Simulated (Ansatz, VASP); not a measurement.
# SnTeS (1T-SnSTe monolayer) in two plane-wave programs, part 2 of 2

One calculation is typed for both programs; each brings its own data sets. How far apart do they land? The structure shown is the start of the Ansatz relaxation below; VASP solves that cell, so the two are compared at the walk's first step.

VASP 6.6.1 and Ansatz 0.2.0.

So far: Starting point; Ansatz: relaxation, PBE with D3(BJ).

### 3. VASP: single point, PBE with D3(BJ), start cell

Level of this step: PBE with D3(BJ); plane waves and PAW (Te, Sn_d, S) (VASP).

The same cell, functional, mesh and smearing now go to VASP, with its own data sets.

Lines of VASP's logs that name or quote its potential files are left out, and so is its time.

The input, INCAR:

```
SYSTEM = SnTeS
PREC = Accurate
ENCUT = 400
EDIFF = 1E-06
NELM = 120
ISMEAR = -1
SIGMA = 0.05
LREAL = .FALSE.
ALGO = Normal
GGA = PE
IVDW = 12
NBANDS = 19
LORBIT = 11
LWAVE = .FALSE.
LCHARG = .FALSE.
ISIF = 2
LDIPOL = .TRUE.
IDIPOL = 3
DIPOL = 0.5 0.5 0.503
LVHAR = .TRUE.
LASPH = .TRUE.
GGA_COMPAT = .FALSE.
NELMDL = -8
```

The input, POSCAR:

```
SnTeS
1.0
    3.7422770000      0.0000000000      0.0000000000
   -1.8711380000      3.2409070000      0.0000000000
    0.0000000000      0.0000000000     35.8305230000
Te Sn S
1 1 1
Direct
    0.6666664371      0.3333332305      0.4660830655
    0.0000000000      0.0000000000      0.5089542232
    0.3333331414      0.6666664610      0.5339169345
```

The input, KPOINTS:

```
Automatic mesh
0
Gamma
12 12 1
0 0 0
```

PAW data sets: Te, Sn_d and S (PBE family, release 64).

Run with:

```
mpirun -np 1 vasp_std
```

Numbers of over 12 decimals in the logs are rounded to 6 here.

What it wrote:

```text
[banner, memory and clock lines left out]
running    1 mpi-ranks, on    1 nodes
 distrk:  each k-point on    1 cores,    1 groups
 distr:  one band on    1 cores,    1 groups

 POSCAR found type information on POSCAR TeSnS
 POSCAR found :  3 types and       3 ions
 LDA part: xc-table for (Slater+PW92), standard interpolation
 POSCAR, INCAR and KPOINTS ok, starting setup
 FFT: planning ... GRIDC
 FFT: planning ... GRID_SOFT
 FFT: planning ... GRID
 WAVECAR not read
 entering main loop
       N       E                     dE             d eps       ncg     rms          rms(c)
DAV:   1     0.173383197094E+03    0.17338E+03   -0.92731E+03   874   0.815E+02
DAV:   2     0.101321652858E+02   -0.16325E+03   -0.15694E+03   953   0.208E+02
DAV:   3    -0.878118732219E+01   -0.18913E+02   -0.18646E+02   989   0.836E+01
DAV:   4    -0.933502457026E+01   -0.55384E+00   -0.55344E+00  1116   0.162E+01
DAV:   5    -0.934418597641E+01   -0.91614E-02   -0.91604E-02  1133   0.193E+00
DAV:   6    -0.934428584703E+01   -0.99871E-04   -0.99868E-04  1094   0.188E-01
DAV:   7    -0.934429090038E+01   -0.50534E-05   -0.50535E-05  1147   0.357E-02
DAV:   8    -0.934429097201E+01   -0.71630E-07   -0.71850E-07   942   0.445E-03    0.131E+01
DAV:   9    -0.886354097429E+01    0.48075E+00   -0.81410E-01  1039   0.986E+00    0.851E+00
DAV:  10    -0.880975297835E+01    0.53788E-01   -0.74175E-01   957   0.638E+00    0.105E+00
DAV:  11    -0.878623758036E+01    0.23515E-01   -0.14209E-01   898   0.385E+00    0.620E-01
DAV:  12    -0.878681788204E+01   -0.58030E-03   -0.91223E-03   902   0.570E-01    0.296E-01
DAV:  13    -0.878679384642E+01    0.24036E-04   -0.11322E-03  1081   0.432E-01    0.157E-01
DAV:  14    -0.878673356148E+01    0.60285E-04   -0.54136E-04   870   0.153E-01    0.483E-02
[...]
DAV:  19    -0.878700472642E+01   -0.88230E-04   -0.17719E-05   798   0.185E-02    0.546E-03
DAV:  20    -0.878701486598E+01   -0.10140E-04   -0.32622E-07   873   0.336E-03    0.341E-03
DAV:  21    -0.878703992552E+01   -0.25060E-04   -0.35504E-07   781   0.246E-03    0.131E-03
DAV:  22    -0.878705553024E+01   -0.15605E-04   -0.29437E-07   821   0.167E-03    0.136E-03
DAV:  23    -0.878706377446E+01   -0.82442E-05   -0.65139E-08   802   0.131E-03    0.825E-04
DAV:  24    -0.878706835608E+01   -0.45816E-05   -0.12110E-07   798   0.859E-04    0.572E-04
DAV:  25    -0.878706966256E+01   -0.13065E-05   -0.13409E-08   765   0.900E-04    0.197E-04
DAV:  26    -0.878707009760E+01   -0.43504E-06   -0.26028E-09   692   0.251E-04
   1 F= -.97005456E+01 E0= -.97004766E+01  d E =-.138047E-03
```

From OUTCAR (step 3):

```text
ion  position               nearest neighbor table
   1  0.667  0.333  0.466-   2 2.65   2 2.65   2 2.65
   2  0.000  0.000  0.509-   3 2.34   3 2.34   3 2.34   1 2.65   1 2.65   1 2.65
   3  0.333  0.667  0.534-   2 2.34   2 2.34   2 2.34

  LATTYP: Found a hexagonal cell.
 ALAT       =     3.7422770000
 C/A-ratio  =     9.5745245475

 Subroutine GETGRP returns: Found  6 space group operations
 (whereof  6 operations were pure point group operations)

The static configuration has the point symmetry C_3v.

 Found     19 irreducible k-points:

   k-points           NKPTS =     19   k-points in BZ     NKDIM =     19   number of bands    NBANDS=     19

   dimension x,y,z NGX =    24 NGY =   24 NGZ =  240
   dimension x,y,z NGXF=    48 NGYF=   48 NGZF=  480

   ENCUT  =  400.0 eV  29.40 Ry    5.42 a.u.   6.10  6.10 58.43*2*pi/ulx,y,z

   NELECT =      26.0000    total number of electrons

 k-points in reciprocal lattice and weights: Automatic mesh
   0.00000000  0.00000000  0.00000000       0.007
   0.08333333 -0.00000000  0.00000000       0.042
   0.16666667 -0.00000000  0.00000000       0.042
   0.25000000 -0.00000000  0.00000000       0.042
   0.33333333 -0.00000000  0.00000000       0.042
   0.41666667 -0.00000000  0.00000000       0.042
   0.50000000 -0.00000000  0.00000000       0.021
   0.08333333  0.08333333  0.00000000       0.042
   0.16666667  0.08333333  0.00000000       0.083
[...]
0.33333333  0.25000000  0.00000000       0.083
   0.33333333  0.33333333  0.00000000       0.014

 dipolmoment           0.000000      0.000000     -0.012284 electrons x Angstroem

 average (electrostatic) potential at core
       1 -96.7415       2-110.6646       3 -94.9998

 E-fermi :  -2.8832

 k-point     1 :       0.0000    0.0000    0.0000
  band No.  band energies     occupation
    ...
      9      -6.4401      2.00000
     10      -6.4401      2.00000
     11      -4.6173      2.00000
     12      -3.3285      1.99973
     13      -3.3284      1.99973
     14      -2.3140      0.00002
     15       0.2347      0.00000
     16       0.6586      0.00000
     17       0.6586      0.00000
     18       1.4355      0.00000
    ...

 k-point     2 :       0.0833   -0.0000    0.0000
  band No.  band energies     occupation
    ...
      9      -6.9665      2.00000
     10      -6.6265      2.00000
     11      -4.4875      2.00000
     12      -3.8080      2.00000
     13      -3.2728      1.99917
     14      -1.9544      0.00000
     15       0.2785      0.00000
     16       0.8306      0.00000
     17       0.9634      0.00000
     18       1.5529      0.00000
    ...

 k-point     3 :       0.1667   -0.0000    0.0000
  band No.  band energies     occupation
    ...
      9      -7.5375      2.00000
     10      -7.0589      2.00000
     11      -4.9576      2.00000
     12      -4.1276      2.00000
     13      -3.2196      1.99761
     14      -1.4337      0.00000
     15       0.0116      0.00000
     16       1.3696      0.00000
     17       1.5492      0.00000
     18       1.8381      0.00000
    ...

 Edisp (eV)   -0.91348

  Total      15.49280    15.49280    12.43953     0.00000     0.00000    -0.00000
  in kB      57.11957    57.11957    45.86262     0.00001     0.00000    -0.00000
  external pressure =       53.37 kB  Pullay stress =        0.00 kB

  energy-cutoff  :      400.00
  volume of cell :      434.57
      direct lattice vectors                 reciprocal lattice vectors
     3.742277000  0.000000000  0.000000000     0.267216991  0.154277758  0.000000000
    -1.871138000  3.240907000  0.000000000     0.000000000  0.308555599  0.000000000
     0.000000000  0.000000000 35.830523000     0.000000000  0.000000000  0.027909166

 POSITION                                       TOTAL-FORCE (eV/Angst)
 -----------------------------------------------------------------------------------
      1.87114      1.08030     16.70000        -0.000000     -0.000000     -4.865032
      0.00000      0.00000     18.23610        -0.000000      0.000000     -0.718613
     -0.00000      2.16060     19.13052         0.000000      0.000000      5.583645
 -----------------------------------------------------------------------------------
    total drift:                                0.000307      0.000369      0.002805

  FREE ENERGIE OF THE ION-ELECTRON SYSTEM (eV)
  ---------------------------------------------------
  free  energy   TOTEN  =        -9.7005456253 eV

  energy  without entropy=       -9.7004075786  energy(sigma->0) =       -9.70047660

 vacuum level on the upper side and lower side of the slab         1.980         2.164

 total charge
# of ion       s       p       d       tot
------------------------------------------
    1        1.395   2.159   0.052   3.607
    2        1.048   1.378  10.284  12.709
    3        1.354   2.513   0.000   3.867
--------------------------------------------------
tot          3.797   6.050  10.336  20.183

[... 3 further parts left out ...]
```

### 4. Comparison

Known differences besides the potentials themselves: Ansatz cuts the interaction across the vacuum, VASP repeats the sheet with a dipole correction; the data sets hold 36 valence electrons in Ansatz (on its default PAW (the set named soft_2) files) and 26 in VASP; the cutoff is 420 eV in Ansatz and 400 eV in VASP. Total energies have different zeros and are not compared.

Forces (eV/Å; atoms numbered as in POSCAR):

```csv
atom,"Ansatz x, y, z","VASP x, y, z"
Te1,"0.000, 0.000, -4.843","0.000, 0.000, -4.865"
Sn2,"0.000, 0.000, -0.755","0.000, 0.000, -0.719"
S3,"0.000, 0.000, 5.597","0.000, 0.000, 5.584"
```

The forces differ by 15 meV/Å r.m.s., which is 0.6 % of the r.m.s. force of 2.480 eV/Å (both taken over all components). With vacuum in the cell, a pressure given here is an average over mostly empty space and none of the material.

### 5. What came out

| Property | Result |
| --- | --- |
| r.m.s. force difference (single point, PBE with D3(BJ), start cell) | 0.60 % of the r.m.s. force |

The r.m.s. force difference is 0.60 % of the r.m.s. force (single point, PBE with D3(BJ), start cell), within the 3 % picked in this series as the mark of a large difference. The data sets hold unlike numbers of valence electrons (36 in Ansatz and 26 in VASP), so part of the differences comes from the potentials. 1 further run of this series is not shown here. Such differences can come from data sets, numerical settings and the points named under the comparisons, not from the functional's error against experiment.

[Lines on the potential files, build, host, timing and source positions are cut from VASP's logs without a mark.]

[Logs are printed without paths, hosts, clocks, repeated set-up lines and the standing remarks that a program may print on its own settings, such as how far it seeks lower states.]

[Hosts, paths, dates, database ids (printed as entryN), source tags and the programs' standing remarks are cut or masked in the printed files.]
